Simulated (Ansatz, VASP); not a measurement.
# Cross-check of C (Graphite) between VASP and Ansatz, part 2 of 2

Wanted: the spread between two codes on one cell, functional and k mesh.

VASP 6.6.1 and Ansatz 0.2.0.

So far: Set-up; VASP: relaxation of cell and atoms, r2SCAN with rVV10.

The database entry behind the starting cell differs from later determinations by our own check (0.1 to 0.3 % short, probably kX units), so it need not match the best structure at ambient conditions.

## Step 3: Ansatz: relaxation of cell and atoms, r2SCAN with rVV10

Level of this step: Ansatz beside VASP: Kohn-Sham DFT, plane waves, r2SCAN with rVV10 (Ansatz).

Ansatz runs on its default PAW (the set named soft_2) files.

The same cell, functional, mesh and smearing now go to Ansatz, which takes its cutoff from its data sets.

input.yaml

```yaml
crystal:
  lattice:
    - [2.456, 0.0, 0.0]
    - [-1.228, 2.1269583917, 0.0]
    - [0.0, 0.0, 6.696]
  atoms:
    - { symbol: C, position: [0.0, 0.0, 0.75] }
    - { symbol: C, position: [0.0, 0.0, 0.25] }
    - { symbol: C, position: [0.3333333333, 0.6666666667, 0.75] }
    - { symbol: C, position: [0.6666666667, 0.3333333333, 0.25] }
hamiltonian:
  xc: r2scan
  pseudopotentials: { kind: paw }
  dispersion: rvv10
kpoints:
  mp_grid: { grid: [10, 10, 4] }
scf:
  occupations: { method: gaussian, width: 0.05 }
relax:
  f_tol: 0.01
  max_steps: 60
  cell: { stress_tol: 0.05 }
output:
  forces: true
  stress: true
  write_density: true
  write_potential: true
  elf: true
  volumetric_format: npy
```

Run with:

```sh
$ ansatz run input.yaml --threads 4 --pin off --max-ram 9216MiB --backend cpu --events-out ev --progress --plain --runs-dir out
```

Numbers of over 12 decimals in the logs are rounded to 6 here.

What it wrote:

```text
Engine: ansatz 0.2.0, aarch64-unknown-linux-gnu
Pseudopotentials: kind: paw
Pseudopotential: C, paw, valence charge 4, recommended cutoff 500 eV (meta_gga), C.paw.azcp
Functional definition: r2SCAN+rVV10
  parameter k0 = 0.174
  parameter k1 = 0.065
  parameter a1 = 4.9479
  exchange = r2scan_x(k0 = k0, k1 = k1, a1 = a1)
  correlation = r2scan_c + rvv10(11.95, 0.0093)
Crystal: 4 atoms, lattice volume = 34.979 Å³
Basis set: ecut = 500 eV, 883 PW (Γ), exchange–correlation on 96×96×240 points (64 copies of the dense FFT grid, shifted against one another)
Bands: 12, of which v1, the nominal top of the filled ones, is band 8 counted from 1 (7 counted from 0)
Symmetry: 24 space group operations
Space group: P63/mmc (ITA 194), of the structure as read, at distance tolerance 3.3e-5 Å
k-points: 42 of 400
Non-local potential: C, projectors of the file, l = 0: 2, l = 1: 2, l = 2: 1
PAW form: soft (Blöchl's): semilocal exchange-correlation on the pseudo side does not see the compensation charge
rVV10 density: all electrons in the spheres
PAW frozen core: C, regenerated for the run's functional (the file was generated under x = pbe(κ = 0.804, μ = 0.219515), c = pbe(β = 0.066725))
PAW one-centre angular grid: C, 302 points (default); XC on 239 of its mesh's 2573 points in the sphere
Initial density: superposition of atomic densities (neutral atoms: chi_scale 0, normalization atom), corrected by the library's trained network
Initial wavefunctions: pseudopotential atomic-orbital guess
Functional: x = r2scan, c = r2scan + rvv10(b = 11.95, C = 0.0093); τ floored in thin density (d = 2e-4 eV/Å³)
SCF iter   1: F=—  HF=-1005.921574 eV  |F-HF|=—  |Δ(HF+E_count)|=         —  Δρ=7.91e-3  dr2=8.07e-3  dr2_τ=8.16e-1  ethr=1.77e-3  ⟨swp⟩=6.4  Hψ=2913  notcnv=0
preconditioner: auto → none  [insulator: Δε(μ)=1.308 eV  Ē_g=16.670 eV  σ=0.050 eV  W_gap=1.00  n_scr=4 (ndim 8)  ℏωp=25.1 eV  f_vac=0.001  D(μ)=0.00/eV (n_scr^D=0)  ε∞_Penn≈3.3]
SCF iter   2: F=—  HF=-1005.995465 eV  |F-HF|=—  |Δ(HF+E_count)|=   7.39e-2  Δρ=4.80e-3  dr2=2.55e-3  dr2_τ=1.56e-4  ethr=5.05e-5  ⟨swp⟩=2.0  Hψ=1344  notcnv=0
SCF iter   3: F=—  HF=-1005.995581 eV  |F-HF|=—  |Δ(HF+E_count)|=   1.16e-4  Δρ=1.25e-3  dr2=3.56e-4  dr2_τ=5.69e-5  ethr=1.59e-5  ⟨swp⟩=2.6  Hψ=866  notcnv=0
SCF iter   4: F=—  HF=-1005.995504 eV  |F-HF|=—  |Δ(HF+E_count)|=   7.67e-5  Δρ=3.17e-4  dr2=2.14e-5  dr2_τ=3.54e-6  ethr=2.22e-6  ⟨swp⟩=2.4  Hψ=864  notcnv=0
SCF iter   5: F=—  HF=-1005.995503 eV  |F-HF|=—  |Δ(HF+E_count)|=   1.57e-6  Δρ=1.22e-4  dr2=1.99e-6  dr2_τ=2.05e-7  ethr=1.34e-7  ⟨swp⟩=2.1  Hψ=830  notcnv=0
SCF iter   6: F=-1005.995503 eV  HF=-1005.995503 eV  |F-HF|=3.27e-8  |Δ(HF+E_count)|=   1.33e-7  Δρ=1.45e-5  dr2=2.21e-8  dr2_τ=1.75e-8  ethr=6.25e-10  ⟨swp⟩=7.0  Hψ=3409  notcnv=0
SCF 1 converged in 6 iterations: F = -1005.995503 eV  dr2 = 2.21e-8
  greatest PAW one-centre occupation: 0.687 electrons in one spin orbital (limit 2), on the C atom at site 1 (counted from 0), in its partial waves of l = 0
relax step   1: F+E_penalty+E_count = -1005.99550271 eV  Δ(F+E_penalty+E_count) = +0.000e0 eV  max|allowed force component| = 2.591e-16 eV/Å  Δτ_max = 0.0000 Å  P = -0.273 GPa  Ω = 34.979 Å³  (6 SCF iters, dr2 threshold 1.00e-7 eV, accepted)
[...]
relax step   2: F+E_penalty+E_count = -1005.99553798 eV  Δ(F+E_penalty+E_count) = -3.527e-5 eV  max|allowed force component| = 6.106e-16 eV/Å  Δτ_max = 0.0000 Å  P = -0.082 GPa  Ω = 35.005 Å³  energy of the carried Pulay correction = -2.693e-6 eV  (3 SCF iters, dr2 threshold 4.00e-7 eV, accepted)
[...]
relax step   3: F+E_penalty+E_count = -1005.99554203 eV  Δ(F+E_penalty+E_count) = -4.050e-6 eV  max|allowed force component| = 5.551e-16 eV/Å  Δτ_max = 0.0000 Å  P = -0.003 GPa  Ω = 35.006 Å³  energy of the carried Pulay correction = -1.456e-6 eV  (3 SCF iters, dr2 threshold 4.05e-8 eV, accepted)
[...]
relax step   4: F+E_penalty+E_count = -1005.99554365 eV  Δ(F+E_penalty+E_count) = -1.611e-6 eV  max|allowed force component| = 3.701e-16 eV/Å  Δτ_max = 0.0000 Å  P = -0.003 GPa  Ω = 35.006 Å³  stress off target by 2.99e-3 GPa  SCF on the basis re-selected at this cell (its energy is not comparable with the rows above)  (4 SCF iters)
basis re-selected at this cell: Δ(F+E_penalty+E_count) = -1.611e-6 eV, ΔP = -0.000 GPa vs the last step (what re-selecting the basis moved, of the pressure what is left beyond the Pulay correction that the steps carried, after the strain that the cell walked since its last selection, with what the two solves' SCF thresholds leave and, on support functions, any second-order correction that the steps lacked; it is no m [...]
SCF converged after 4 iterations
Free energy (F): -1005.995544 eV
Harris-Foulkes:  -1005.995544 eV  (|F-HF|=1.81e-11)
Internal energy: -1005.995544 eV  (E = F + TS)
E sigma→0 (E₀):  -1005.995544 eV
Fermi energy:    7.131012 eV
--- Per-component energies (eV) ---
  E_band       = -43.657506
  E_kinetic    = 363.436311
  E_local      = -608.802546  (includes V_loc(G=0)·N_el)
  E_nonlocal   = 107.772483
  E_hartree    = 183.864320
  E_xc         = -188.243510
  E_vxc        = -261.372647  (∫ρ·V_xc dr)
  E_paw        = -403.505222  (= ΣΔE_a)
  E_vpaw       = -27.002942  (= ΣTr[D̂ρ^β])
  E_aug_tail   = 0.000015  (compensation charges beyond the density's cutoff)
  E_vtau       = 14.583159  (kinetic-family band-sum trace: ∫τ·v_τ [+ j·A + Jᵃ·Aᵃ] dr)
  E_ewald      = -460.418301
  E_core_change = -0.099095  (= ΣΔE_core)
  E_smearing   = -0.000000  (= −TS)
  E_closure    = 0.000000  (closes the sum)
  Σ components = -1005.995544   (vs F -1005.995544, Δ=0.00e0)
--- Forces (eV/Å), atoms counted from 1 ---
  atom   1  C     -0.00000000    -0.00000000     0.00000000
  atom   2  C     -0.00000000     0.00000000    -0.00000000
  atom   3  C      0.00000000     0.00000000    -0.00000000
  atom   4  C      0.00000000    -0.00000000     0.00000000
  max |Σ_I F_I| component: 1.48e-16 eV/Å
--- Stress (GPa, compression-positive) ---
       -0.002610       0.000000       0.000000
        0.000000      -0.002610      -0.000000
        0.000000      -0.000000      -0.002994
  P = ⅓ Tr σ = -0.0027 GPa (-0.027 kbar)
--- Band table (eV; the first three rows and the last of 42) ---
  k-point 0: bands = [... 4 lower, 3.8069, 3.8069, 3.8262, 3.8262, 11.3304, 15.7903, 15.7903, 15.8459]
  k-point 1: bands = [... 4 lower, 3.8097, 3.8097, 3.8234, 3.8234, 12.1178, 15.7981, 15.7981, 15.8375]
  k-point 2: bands = [... 4 lower, 3.8166, 3.8166, 3.8166, 3.8166, 14.1274, 14.1274, 15.8176, 15.8176]
  k-point 41: bands = [... 4 lower, -3.7452, -3.7452, 5.9277, 5.9277, 8.1196, 8.1196, 17.6593, 17.6593]
--- Relaxed structure (3 steps of the walk, 3 accepted, 1 SCFs on fresh bases) ---
  F+E_penalty+E_count = -1005.99554365 eV   max|allowed force component| = 3.701e-16 eV/Å   (the final SCF, on the basis selected at the relaxed cell)
  cell:  # Å, volume = 35.0057 Å³
    - [2.455185, 0, 0]
    - [-1.227592, 2.126253, 0]
    - [0, 0, 6.705629]
  atoms:
    - { symbol: C, position: [0, 0, 0.750000] }
    - { symbol: C, position: [0, 0, 0.25] }
    - { symbol: C, position: [0.333333, 0.666667, 0.750000] }
    - { symbol: C, position: [0.666667, 0.333333, 0.25] }
```

Run time: 5.1 s. Hardware: 4 threads of Arm Neoverse V2, shared host; peak memory 0.46 GiB.

## Step 4: Comparison

Known differences besides the PAW data sets themselves: VASP keeps PBE cores, Ansatz makes them for the functional; both relaxations stop at a tolerance, which leaves soft axes loose, and VASP keeps its plane-wave basis; the cutoff is 500 eV in Ansatz and 520 eV in VASP; Ansatz adds a Pulay correction to the stress that steers its cell, VASP none. Total energies have different zeros and are not compared.

The two programs side by side:

```
                                         quantity  Ansatz   VASP  difference
                                      volume (Å³)   35.01  35.01     -0.02 %
edge a after relaxation, in the typed setting (Å)   2.455  2.457     -0.09 %
edge c after relaxation, in the typed setting (Å)   6.706  6.696     +0.15 %
```

The walks stopped with 0.00 GPa left in Ansatz and -0.04 GPa in VASP; each walk ends within a tolerance, so the volume difference is uncertain by about these residues over the bulk modulus, most in soft cells.

## Step 5: Outcome

```
difference in edge c after relaxation, in the typed setting (relaxation of cell and atoms, r2SCAN with rVV10) : 0.15 %
```

**Reading.** The difference in edge c after relaxation, in the typed setting is 0.15 % (relaxation of cell and atoms, r2SCAN with rVV10), within the 1.2 % picked in this series as the mark of a large difference, as far as the stopping tolerances let one tell. Differences of this kind measure data sets and numerical settings, not the functional's error against experiment.

[Lines on the potential files, build, host, timing and source positions are cut from VASP's logs without a mark.]

[Logs are printed without paths, hosts, clocks, repeated set-up lines and the standing remarks that a program may print on its own settings, such as how far it seeks lower states.]

[Hosts, paths, dates, database ids (printed as entryN), source tags and the programs' standing remarks are cut or masked in the printed files.]
